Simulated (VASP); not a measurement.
Consider the following.

```
HfB2
1.0
    1.57070    -2.72052     0.00000
    1.57070     2.72052     0.00000
    0.00000     0.00000     3.49139
Hf B
1 2
Direct
  0.00000   0.00000   0.00000
  0.33333   0.66667   0.50000
  0.66667   0.33333   0.50000
```

Calculation: PBE GGA, VASP's PBE PAW potentials (set 64) (plane waves; VASP 6.6.1). Run with 520 eV cut-off, 13×13×10 Γ-centred mesh, tetrahedra with Blöchl corrections, potentials Hf_pv B.

Unless said otherwise, spin-orbit coupling is left out, though it shifts the bands of the heavy elements here.

Problem. Predict the energy per atom (σ→0), band gap (on the k-mesh) with the smallest direct gap where there is one.

Solution. 
```json
{
 "band gap (on the k-mesh)": "none (metal, semimetal or under 0.01 eV)",
 "energy per atom (σ→0)": "-8.800 eV/atom"
}
```

Total energies compare only between runs with the same potentials, cut-off and functional.

The compound is HfB2 in the AlB2 type structure. It was relaxed first.
